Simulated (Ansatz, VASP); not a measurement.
## WS2 in two plane-wave programs

One calculation is typed for both programs; each brings its own data sets. How far apart do they land? The structure shown is the end of the Ansatz relaxation below.

Program: Ansatz 0.2.0. Level of theory: plane waves, with VASP 6.6.1 beside it; single point at PBE with D3(BJ). Results are calculated unless marked as measured.

## Step 1: The structure

The structure is hexagonal, space group P6_3/mmc (No. 194). The conventional cell has a = 3.154 Å, b = 3.154 Å, c = 12.139 Å, α = 90.00°, β = 90.00°, γ = 120.00°. W has 6 S at 2.41 Å nearest. Nearest to S lie 3 W at 2.41 Å. Farther neighbours and most contacts between anions are not listed.

Coordinates:

```cif
data_structure
_symmetry_space_group_name_H-M 'P 1'
_symmetry_Int_Tables_number 1
_cell_length_a 3.1542
_cell_length_b 3.1542
_cell_length_c 12.1389
_cell_angle_alpha 90.000
_cell_angle_beta 90.000
_cell_angle_gamma 120.000
_cell_volume 104.59
loop_
_atom_site_label
_atom_site_type_symbol
_atom_site_fract_x
_atom_site_fract_y
_atom_site_fract_z
_atom_site_occupancy
W1 W 0.33333 0.66667 0.25000 1
W2 W 0.66667 0.33333 0.75000 1
S3 S 0.33333 0.66667 0.62029 1
S4 S 0.66667 0.33333 0.12029 1
S5 S 0.33333 0.66667 0.87971 1
S6 S 0.66667 0.33333 0.37971 1
```

## Step 2: Ansatz: relaxation, PBE with D3(BJ)

Ansatz runs on its PAW soft_1 files.

This run makes the geometry at which the two programs are then compared.

input.yaml reads:

```yaml
crystal:
  lattice:
    - [3.154203, 0.0, 0.0]
    - [-1.5771015, 2.7316199267, 0.0]
    - [0.0, 0.0, 12.13889]
  atoms:
    - { symbol: W, position: [0.3333333, 0.6666667, 0.25] }
    - { symbol: W, position: [0.6666667, 0.3333333, 0.75] }
    - { symbol: S, position: [0.3333333, 0.6666667, 0.6202871] }
    - { symbol: S, position: [0.6666667, 0.3333333, 0.1202871] }
    - { symbol: S, position: [0.3333333, 0.6666667, 0.8797129] }
    - { symbol: S, position: [0.6666667, 0.3333333, 0.3797129] }
kpoints:
  mp_grid: { grid: [10, 10, 3] }
scf:
  occupations: { method: fermi_dirac, width: 0.02 }
hamiltonian:
  xc: pbe
  pseudopotentials: { kind: paw, azcp: { folder: soft_1 } }
  dispersion: d3bj
basis:
  ecutwfc: 600
output:
  forces: true
  stress: true
relax:
  f_tol: 0.005
  max_steps: 70
  cell: { stress_tol: 0.02, p_target: 0, fix: [a, b, alpha, beta, gamma] }
```

Run with:

```
$ ansatz run input.yaml --threads 4 --pin off --max-ram 10240MiB --backend cpu --events-out ev --progress --plain --runs-dir out
```

Numbers of over 12 decimals in the logs are rounded to 6 here.

Log:

```text
Engine: ansatz 0.2.0, aarch64-unknown-linux-gnu
Pseudopotentials: kind: paw
Pseudopotential: W, paw, valence charge 14, recommended cutoff 420 eV (normal), soft_1/W.paw.azcp
Pseudopotential: S, paw, valence charge 6, recommended cutoff 420 eV (normal), soft_1/S.paw.azcp
Functional definition: PBE
  parameter kappa = 0.804
  parameter beta = 0.066725
  exchange = pbe_x(kappa = kappa, mu = beta*pi^2/3)
  correlation = pbe_c(beta = beta)
Crystal: 6 atoms, lattice volume = 104.590 Å³
Basis set: ecut = 600 eV, 3505 PW (Γ), exchange–correlation on 54×54×200 points (8 copies of the dense FFT grid, shifted against one another)
Bands: 32, of which v1, the nominal top of the filled ones, is band 26 counted from 1 (25 counted from 0)
Symmetry: 24 space group operations
Space group: P63/mmc (ITA 194), of the structure as read, at distance tolerance 4.7e-5 Å
k-points: 28 of 300
Non-local potential: W, projectors of the file, l = 0: 3, l = 1: 2, l = 2: 2, l = 3: 1
Non-local potential: S, projectors of the file, l = 0: 2, l = 1: 2, l = 2: 1
PAW form: soft (Blöchl's): semilocal exchange-correlation on the pseudo side does not see the compensation charge
PAW one-centre angular grid: W, 590 points (default); XC on 64 Gauss nodes
PAW one-centre angular grid: S, 110 points (default); XC on 64 Gauss nodes
Initial density: superposition of atomic densities (chi_scale 0.1, normalization cell, long waves kept (reshape's long-wave potential 0.03 eV rms))
Initial wavefunctions: pseudopotential atomic-orbital guess
Functional: x = pbe(κ = 0.804, μ = 0.219515), c = pbe(β = 0.066725)
SCF iter   1: F=—  HF=-24388.336213 eV  |F-HF|=—  |Δ(HF+E_count)|=         —  Δρ=4.16e-2  dr2=2.89e0  ethr=3.10e-3  ⟨swp⟩=8.2  Hψ=4912  notcnv=0
preconditioner: auto → Resta (q_TF=auto, 2.428 Å⁻¹)  ε∞=7.4  [insulator: Δε(μ)=0.908 eV  Ē_g=8.590 eV  σ=0.020 eV  W_gap=1.00  n_scr=26 (ndim 8)  ℏωp=21.8 eV  f_vac=0.000  D(μ)=0.00/eV (n_scr^D=0)  ε∞_Penn≈7.4]
SCF iter   2: F=—  HF=-24387.750216 eV  |F-HF|=—  |Δ(HF+E_count)|=   5.86e-1  Δρ=2.36e-2  dr2=9.52e-1  ethr=3.10e-3  ⟨swp⟩=2.8  Hψ=1490  notcnv=0  defer=37
SCF iter   3: F=—  HF=-24387.517192 eV  |F-HF|=—  |Δ(HF+E_count)|=   2.33e-1  Δρ=4.40e-3  dr2=2.20e-2  ethr=1.83e-3  ⟨swp⟩=3.0  Hψ=1519  notcnv=0  defer=37
SCF iter   4: F=—  HF=-24387.522882 eV  |F-HF|=—  |Δ(HF+E_count)|=   5.69e-3  Δρ=2.37e-3  dr2=2.61e-2  ethr=4.24e-5  ⟨swp⟩=3.3  Hψ=1827  notcnv=0  defer=37
SCF iter   5: F=—  HF=-24387.520009 eV  |F-HF|=—  |Δ(HF+E_count)|=   2.87e-3  Δρ=7.80e-4  dr2=1.80e-3  ethr=4.24e-5  ⟨swp⟩=2.6  Hψ=1312  notcnv=0  defer=37
SCF iter   6: F=—  HF=-24387.520049 eV  |F-HF|=—  |Δ(HF+E_count)|=   3.95e-5  Δρ=3.16e-4  dr2=1.44e-4  ethr=3.47e-6  ⟨swp⟩=2.4  Hψ=1530  notcnv=0  defer=37
SCF iter   7: F=—  HF=-24387.520078 eV  |F-HF|=—  |Δ(HF+E_count)|=   2.88e-5  Δρ=6.41e-5  dr2=6.07e-6  ethr=2.76e-7  ⟨swp⟩=2.0  Hψ=1314  notcnv=0  defer=37
SCF iter   8: F=—  HF=-24387.520076 eV  |F-HF|=—  |Δ(HF+E_count)|=   1.14e-6  Δρ=1.00e-5  dr2=8.94e-8  ethr=1.92e-10  ⟨swp⟩=4.6  Hψ=4775  notcnv=0
SCF iter   9: F=-24387.520077 eV  HF=-24387.520077 eV  |F-HF|=1.35e-9  |Δ(HF+E_count)|=   2.08e-7  Δρ=1.10e-6  dr2=1.54e-9  ethr=1.72e-10  ⟨swp⟩=3.2  Hψ=3534  notcnv=0
SCF 1 converged in 9 iterations: F = -24387.520077 eV  dr2 = 1.54e-9
  greatest PAW one-centre occupation: 0.999 electrons in one spin orbital (limit 2), on the W atom at site 1 (counted from 0), in its partial waves of l = 0
relax step   1: F+E_penalty+E_count = -24387.52007670 eV  Δ(F+E_penalty+E_count) = +0.000e0 eV  max|allowed force component| = 1.200e-3 eV/Å  Δτ_max = 0.0000 Å  P = +0.006 GPa  Ω = 104.590 Å³  fix = [a, b, alpha, beta, gamma]  reactions: a +0.002, b +0.002 GPa  (9 SCF iters, dr2 threshold 1.00e-7 eV, accepted)
Initial density: handed on by an earlier stage of this run
Initial wavefunctions: pseudopotential atomic-orbital guess (no wavefunctions were taken with the density)
iter 1 solved again at ethr=2.05e-6 eV; its pass at ethr=3.10e-3 eV (dr2=1.06e-3 eV) is discarded
SCF iter   1: F=—  HF=-24387.520076 eV  |F-HF|=—  |Δ(HF+E_count)|=         —  Δρ=4.61e-6  dr2=3.45e-8  ethr=2.05e-6  ⟨swp⟩=3.8  Hψ=7285  notcnv=0
eigensolver tolerance schedule: the retry pair's looser diagonalisation over-reported the residual by 30862.19 of it (diagonalisation noise at an unbounded share of the residual, at the tolerance the schedule requests for it); recorded, not acted on — ethr = c·dr2/N_el stays at c = 1.0e-1
preconditioner: auto → Resta (q_TF=auto, 2.428 Å⁻¹)  ε∞=7.6  [insulator: Δε(μ)=0.959 eV  Ē_g=8.474 eV  σ=0.020 eV  W_gap=1.00  n_scr=26 (ndim 8)  ℏωp=21.8 eV  f_vac=0.010  D(μ)=0.00/eV (n_scr^D=0)  ε∞_Penn≈7.6]
SCF iter   2: F=—  HF=-24387.520077 eV  |F-HF|=—  |Δ(HF+E_count)|=   5.23e-7  Δρ=2.15e-6  dr2=7.69e-9  ethr=6.63e-11  ⟨swp⟩=4.2  Hψ=2499  notcnv=0
SCF iter   3: F=—  HF=-24387.520077 eV  |F-HF|=—  |Δ(HF+E_count)|=  9.35e-10  Δρ=1.42e-6  dr2=2.73e-9  ethr=1.48e-11  ⟨swp⟩=1.4  Hψ=934  notcnv=0
SCF iter   4: F=—  HF=-24387.520077 eV  |F-HF|=—  |Δ(HF+E_count)|=  1.46e-11  Δρ=3.40e-7  dr2=1.55e-10  ethr=5.25e-12  ⟨swp⟩=2.3  Hψ=1393  notcnv=0
SCF iter   5: F=—  HF=-24387.520077 eV  |F-HF|=—  |Δ(HF+E_count)|=  2.76e-10  Δρ=6.14e-7  dr2=6.29e-10  ethr=1.00e-12  ⟨swp⟩=2.1  Hψ=1413  notcnv=0
SCF iter   6: F=—  HF=-24387.520077 eV  |F-HF|=—  |Δ(HF+E_count)|=  1.35e-10  Δρ=2.81e-7  dr2=1.11e-10  ethr=1.00e-12  ⟨swp⟩=2.2  Hψ=1214  notcnv=0
SCF iter   7: F=—  HF=-24387.520077 eV  |F-HF|=—  |Δ(HF+E_count)|=  3.27e-11  Δρ=1.45e-7  dr2=3.28e-11  ethr=1.00e-12  ⟨swp⟩=1.0  Hψ=896  notcnv=0
SCF iter   8: F=-24387.520077 eV  HF=-24387.520077 eV  |F-HF|=0.00e0  |Δ(HF+E_count)|=  1.09e-11  Δρ=2.21e-8  dr2=4.59e-13  ethr=1.00e-12  ⟨swp⟩=6.0  Hψ=4594  notcnv=0
SCF 2 converged in 8 iterations: F = -24387.520077 eV  dr2 = 4.59e-13
relax step   2: F+E_penalty+E_count = -24387.52007670 eV  Δ(F+E_penalty+E_count) = -6.767e-10 eV  max|allowed force component| = 1.203e-3 eV/Å  Δτ_max = 0.0000 Å  P = +0.006 GPa  Ω = 104.590 Å³  fix = [a, b, alpha, beta, gamma]  reactions: a +0.002, b +0.002 GPa  stress off target by 1.38e-2 GPa on what of the cell is left free  SCF on the basis re-selected at this cell (its energy is not comparable with the rows above)  (8 SCF iters)
basis re-selected at this cell: Δ(F+E_penalty+E_count) = -6.767e-10 eV, ΔP = -0.000 GPa vs the last step (what re-selecting the basis moved, of the pressure what is left beyond the Pulay correction that the steps carried, after the strain that the cell walked since its last selection, with what the two solves' SCF thresholds leave and, on support functions, any second-order correction that the steps lacked; it is no  [...]
SCF converged after 8 iterations
Free energy (F): -24387.520077 eV
Harris-Foulkes:  -24387.520077 eV  (|F-HF|=0.00e0)
Internal energy: -24387.520077 eV  (E = F + TS)
E sigma→0 (E₀):  -24387.520077 eV
Fermi energy:    12.480023 eV
--- Per-component energies (eV) ---
  E_band       = -360.161665
  E_kinetic    = 1270.463062
  E_local      = -3265.150441  (includes V_loc(G=0)·N_el)
  E_nonlocal   = 87.788346
  E_hartree    = 1352.718643
  E_xc         = -892.769275
  E_vxc        = -796.098764  (∫ρ·V_xc dr)
  E_paw        = -19589.464301  (= ΣΔE_a)
  E_vpaw       = -362.601232  (= ΣTr[D̂ρ^β])
  E_aug_tail   = 0.000061  (compensation charges beyond the density's cutoff)
  E_ewald      = -3348.494496
  E_disp       = -2.611676  (pairwise vdW)
  E_smearing   = -0.000000  (= −TS)
  E_closure    = 0.000000  (closes the sum)
  Σ components = -24387.520077   (vs F -24387.520077, Δ=0.00e0)
--- Forces (eV/Å), atoms counted from 1 ---
  atom   1  W      0.00000000     0.00000000     0.00000000
  atom   2  W      0.00000000    -0.00000000    -0.00000000
  atom   3  S     -0.00000000     0.00000000    -0.00120256
  atom   4  S      0.00000000    -0.00000000    -0.00120256
  atom   5  S     -0.00000000     0.00000000     0.00120256
  atom   6  S      0.00000000    -0.00000000     0.00120256
  max |Σ_I F_I| component: 2.78e-17 eV/Å
--- Stress (GPa, compression-positive) ---
        0.002048       0.000000      -0.000000
       -0.000000       0.002048      -0.000000
       -0.000000      -0.000000       0.013769
  P = ⅓ Tr σ = 0.0060 GPa (0.060 kbar)
--- Relaxed structure (1 steps of the walk, 1 accepted, 1 SCFs on fresh bases) ---
  F+E_penalty+E_count = -24387.52007670 eV   max|allowed force component| = 1.203e-3 eV/Å   (the final SCF, on the basis selected at the relaxed cell)
  cell:  # Å, volume = 104.5897 Å³
    - [3.154203, 0.0, 0.0]
    - [-1.577102, 2.731620, 0.0]
    - [0.0, 0.0, 12.13889]
  atoms:
    - { symbol: W, position: [0.333333, 0.666667, 0.25] }
    - { symbol: W, position: [0.666667, 0.333333, 0.750000] }
    - { symbol: S, position: [0.333333, 0.666667, 0.6202871] }
    - { symbol: S, position: [0.666667, 0.333333, 0.1202871] }
    - { symbol: S, position: [0.333333, 0.666667, 0.8797129] }
    - { symbol: S, position: [0.666667, 0.333333, 0.379713] }
```

In the SCF lines HF is the Harris–Foulkes energy and dr2 the Hartree energy of the density residual, in eV; the loop may stop once dr2 is under the threshold and the program's other checks hold. Hψ counts applications of the Hamiltonian.

## Step 3: VASP: single point, PBE with D3(BJ), pair 1

The same cell, functional, mesh and smearing now go to VASP, with its own data sets.

Lines of VASP's logs that name or quote its potential files are left out, and so is its time.

INCAR reads:

```
SYSTEM = WS2
PREC = Accurate
ENCUT = 600
EDIFF = 1E-06
NELM = 120
ISMEAR = -1
SIGMA = 0.02
LREAL = .FALSE.
ALGO = Normal
GGA = PE
IVDW = 12
NBANDS = 24
LASPH = .TRUE.
LORBIT = 11
LWAVE = .FALSE.
LCHARG = .FALSE.
ISIF = 2
GGA_COMPAT = .FALSE.
EFERMI = MIDGAP
KPAR = 2
```

POSCAR reads:

```
WS2
1.0
    3.1542030000      0.0000000000      0.0000000000
   -1.5771015000      2.7316199267      0.0000000000
    0.0000000000      0.0000000000     12.1388900000
W S
2 4
Direct
    0.3333333334      0.6666666668      0.2500000000
    0.6666666668      0.3333333334      0.7500000000
    0.3333333334      0.6666666668      0.6202871000
    0.6666666668      0.3333333334      0.1202871000
    0.3333333334      0.6666666668      0.8797129000
    0.6666666668      0.3333333334      0.3797129000
```

KPOINTS reads:

```
Automatic mesh
0
Gamma
10 10 3
0 0 0
```

PAW data sets: W and S (PBE family, release 64).

Run with:

```
$ mpirun -np 2 vasp_std
```

Log:

```text
[banner, memory and clock lines left out]
running    2 mpi-ranks, on    1 nodes
 distrk:  each k-point on    1 cores,    2 groups
 distr:  one band on    1 cores,    1 groups

 POSCAR found type information on POSCAR W S
 POSCAR found :  2 types and       6 ions
 LDA part: xc-table for (Slater+PW92), standard interpolation
 POSCAR, INCAR and KPOINTS ok, starting setup
 FFT: planning ... GRIDC
 FFT: planning ... GRID_SOFT
 FFT: planning ... GRID
 WAVECAR not read
 entering main loop
       N       E                     dE             d eps       ncg     rms          rms(c)
DAV:   1     0.211855304278E+03    0.21186E+03   -0.17870E+04  1344   0.150E+03
DAV:   2    -0.301122616742E+02   -0.24197E+03   -0.23218E+03  1736   0.309E+02
DAV:   3    -0.496845174461E+02   -0.19572E+02   -0.19337E+02  1872   0.810E+01
DAV:   4    -0.501053965896E+02   -0.42088E+00   -0.41981E+00  1784   0.130E+01
DAV:   5    -0.501169290331E+02   -0.11532E-01   -0.11525E-01  1848   0.199E+00    0.397E+01
DAV:   6    -0.477185816825E+02    0.23983E+01   -0.11101E+01  1976   0.167E+01    0.181E+01
DAV:   7    -0.474331628945E+02    0.28542E+00   -0.35580E+00  1800   0.108E+01    0.905E+00
DAV:   8    -0.473030369048E+02    0.13013E+00   -0.47627E-01  1896   0.445E+00    0.134E+00
DAV:   9    -0.472986237711E+02    0.44131E-02   -0.66343E-02  1832   0.143E+00    0.583E-01
DAV:  10    -0.472969732906E+02    0.16505E-02   -0.15743E-02  1944   0.724E-01    0.327E-01
DAV:  11    -0.472969368448E+02    0.36446E-04   -0.17087E-03  1848   0.252E-01    0.108E-01
DAV:  12    -0.472969602082E+02   -0.23363E-04   -0.37282E-04  1864   0.122E-01    0.519E-02
DAV:  13    -0.472969667884E+02   -0.65802E-05   -0.24598E-05  1832   0.293E-02    0.152E-02
DAV:  14    -0.472969665450E+02    0.24340E-06   -0.19942E-06  1480   0.812E-03
   1 F= -.49907987E+02 E0= -.49907987E+02  d E =-.536927E-12
```

OUTCAR, selected parts (step 3):

```text
ion  position               nearest neighbor table
   1  0.333  0.667  0.250-   4 2.41   6 2.41   4 2.41   6 2.41   4 2.41   6 2.41
   2  0.667  0.333  0.750-   3 2.41   5 2.41   3 2.41   5 2.41   3 2.41   5 2.41
   3  0.333  0.667  0.620-   2 2.41   2 2.41   2 2.41
   4  0.667  0.333  0.120-   1 2.41   1 2.41   1 2.41
   5  0.333  0.667  0.880-   2 2.41   2 2.41   2 2.41
   6  0.667  0.333  0.380-   1 2.41   1 2.41   1 2.41

  LATTYP: Found a hexagonal cell.
 ALAT       =     3.1542030000
 C/A-ratio  =     3.8484808999

 Subroutine GETGRP returns: Found 24 space group operations
 (whereof 12 operations were pure point group operations)

The static configuration has the point symmetry D_3d.
 The point group associated with its full space group is D_6h.

 Found     28 irreducible k-points:

   k-points           NKPTS =     28   k-points in BZ     NKDIM =     28   number of bands    NBANDS=     24

   dimension x,y,z NGX =    28 NGY =   28 NGZ =   98
   dimension x,y,z NGXF=    56 NGYF=   56 NGZF=  196

   ENCUT  =  600.0 eV  44.10 Ry    6.64 a.u.   6.30  6.30 24.24*2*pi/ulx,y,z

   NELECT =      36.0000    total number of electrons

 k-points in reciprocal lattice and weights: Automatic mesh
   0.00000000  0.00000000  0.00000000       0.003
   0.10000000  0.00000000  0.00000000       0.020
   0.20000000  0.00000000  0.00000000       0.020
   0.30000000  0.00000000  0.00000000       0.020
   0.40000000  0.00000000  0.00000000       0.020
   0.50000000  0.00000000  0.00000000       0.010
   0.10000000  0.10000000  0.00000000       0.020
   0.20000000  0.10000000  0.00000000       0.040
   0.30000000  0.10000000  0.00000000       0.040
[...]
0.40000000  0.20000000  0.33333333       0.040
   0.30000000  0.30000000  0.33333333       0.040

 average (electrostatic) potential at core
       1 -39.7238       2 -39.7238       3 -85.5305       4 -85.5305       5 -85.5305
       6 -85.5305

 E-fermi :   7.0998

 k-point     1 :       0.0000    0.0000    0.0000
  band No.  band energies     occupation
    ...
     14       4.4228      2.00000
     15       4.4228      2.00000
     16       5.2228      2.00000
     17       5.3288      2.00000
     18       6.6083      2.00000
     19       8.8858      0.00000
     20       8.8862      0.00000
     21       8.9018      0.00000
     22       8.9019      0.00000
     23       8.9022      0.00000
    ...

 k-point     2 :       0.1000    0.0000    0.0000
  band No.  band energies     occupation
    ...
     14       4.1665      2.00000
     15       4.4040      2.00000
     16       5.3448      2.00000
     17       5.3483      2.00000
     18       6.2596      2.00000
     19       8.6434      0.00000
     20       8.7390      0.00000
     21       8.7622      0.00000
     22       8.8619      0.00000
     23       8.8671      0.00000
    ...

 k-point     3 :       0.2000    0.0000    0.0000
  band No.  band energies     occupation
    ...
     14       3.7664      2.00000
     15       4.1475      2.00000
     16       5.0112      2.00000
     17       5.2199      2.00000
     18       5.4207      2.00000
     19       7.9915      0.00000
     20       8.4605      0.00000
     21       8.7496      0.00000
     22       8.8093      0.00000
     23       8.8586      0.00000
    ...

 Edisp (eV)   -2.61102

  Total      -0.45023    -0.45023    -0.36323     0.00000     0.00000     0.00000
  in kB      -6.89701    -6.89701    -5.56426     0.00000     0.00000     0.00000
  external pressure =       -6.45 kB  Pullay stress =        0.00 kB

  energy-cutoff  :      600.00
  volume of cell :      104.59
      direct lattice vectors                 reciprocal lattice vectors
     3.154203000  0.000000000  0.000000000     0.317037299  0.183041570  0.000000000
    -1.577101500  2.731619927  0.000000000     0.000000000  0.366083140  0.000000000
     0.000000000  0.000000000 12.138890000     0.000000000  0.000000000  0.082379855

 POSITION                                       TOTAL-FORCE (eV/Angst)
 -----------------------------------------------------------------------------------
      0.00000      1.82108      3.03472         0.000000     -0.000000     -0.000000
      1.57710      0.91054      9.10417        -0.000000     -0.000000     -0.000000
      0.00000      1.82108      7.52960        -0.000000      0.000000      0.054871
      1.57710      0.91054      1.46015         0.000000     -0.000000      0.054871
      0.00000      1.82108     10.67874        -0.000000      0.000000     -0.054871
      1.57710      0.91054      4.60929         0.000000     -0.000000     -0.054871
 -----------------------------------------------------------------------------------
    total drift:                               -0.000000     -0.000000      0.000000

  FREE ENERGIE OF THE ION-ELECTRON SYSTEM (eV)
  ---------------------------------------------------
  free  energy   TOTEN  =       -49.9079867902 eV

  energy  without entropy=      -49.9079867902  energy(sigma->0) =      -49.90798679

 total charge
# of ion       s       p       d       tot
------------------------------------------
    1        0.568   0.718   4.256   5.542
    2        0.568   0.718   4.256   5.542
    3        1.361   2.362   0.000   3.723
    4        1.361   2.362   0.000   3.723
    5        1.361   2.362   0.000   3.723
    6        1.361   2.362   0.000   3.723
--------------------------------------------------
tot          6.581  10.884   8.512  25.977

[... 3 further parts left out ...]
```

This run has no spin polarisation, so a moment on W, if there is one, isn't seen. The gap is read on the k-mesh alone, so it is an upper bound where the band edges lie off the mesh. The data set W keeps the semicore shell frozen, which is cheaper and a little less accurate.

## Step 4: Differences

Known differences besides the potentials themselves: the data sets hold 52 valence electrons in Ansatz (on its PAW soft_1 files) and 36 in VASP; Ansatz's pressure holds a Pulay correction, VASP's none. Total energies have different zeros and are not compared.

Both answers:

```tsv
quantity	Ansatz	VASP	difference
pressure (GPa)	0.01	-0.65	+0.65
gap on the k mesh (eV)	0.959	0.983	-0.024
```

Forces (eV/Å; atoms numbered as in POSCAR):

```tsv
atom	Ansatz x, y, z	VASP x, y, z
W1	0.000, 0.000, 0.000	0.000, 0.000, 0.000
W2	0.000, 0.000, 0.000	0.000, 0.000, 0.000
S3	0.000, 0.000, -0.001	0.000, 0.000, 0.055
S4	0.000, 0.000, -0.001	0.000, 0.000, 0.055
S5	0.000, 0.000, 0.001	0.000, 0.000, -0.055
S6	0.000, 0.000, 0.001	0.000, 0.000, -0.055
```

The forces differ by 26 meV/Å r.m.s., where the r.m.s. force is 0.001 eV/Å in Ansatz and 0.026 eV/Å in VASP: the atoms lie near their places of rest in Ansatz, so a percentage would say little (all taken over all components). A gap on the mesh is an upper bound, since the band edges may lie between its points; neither run holds spin-orbit coupling, which can move the band edges of a compound of W.

## Step 5: Further runs

Further runs change the set-up of one program: Ansatz's method, potentials or start, or VASP's data sets, cutoff or form of LDA. The table gives Ansatz less VASP for each quantity, since a change that brings one quantity closer may part another.

```tsv
run	r.m.s. force difference (meV/Å)	pressure (GPa)	gap on the k mesh (eV)
as above	26	0.65	-0.024
VASP with the data sets W_sv and S and a cutoff of 500 eV	1.5	0.044	-0.017
```

(Continued in part 2 of 2.)

[Lines on the potential files, build, host, timing and source positions are cut from VASP's logs without a mark.]

[Logs are printed without paths, hosts, clocks, repeated set-up lines and the standing remarks that a program may print on its own settings, such as how far it seeks lower states.]

[Hosts, paths, dates, database ids (printed as entryN), source tags and the programs' standing remarks are cut or masked in the printed files.]
